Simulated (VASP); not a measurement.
Here is the system:

```yaml
crystal:
  lattice:
    - [0.00000, 1.85694, 1.85694]
    - [1.85694, 0.00000, 1.85694]
    - [1.85694, 1.85694, 0.00000]
  atoms:
    - { symbol: Cu, position: [0.00000, 0.00000, 0.00000] }
```

All values below come from RPBE GGA, VASP's PBE PAW potentials (set 64) (plane waves; VASP 6.6.1). Settings: 520 eV cut-off, 17×17×17 Γ-centred mesh, first-order Methfessel-Paxton smearing of 0.10 eV, potentials Cu.

Problem. Predict the energy per atom (σ→0), pressure, band gap (on the k-mesh) with the smallest direct gap where there is one.

Solution. 
```json
{
 "band gap (on the k-mesh)": "none (metal, semimetal or under 0.01 eV)",
 "energy per atom (σ→0)": "-313.5 kJ/mol of atoms",
 "pressure": "-3.44 GPa"
}
```

The compound is Cu in the fcc structure. This cell is one point of a volume scan, at 1.03 of the reference volume.
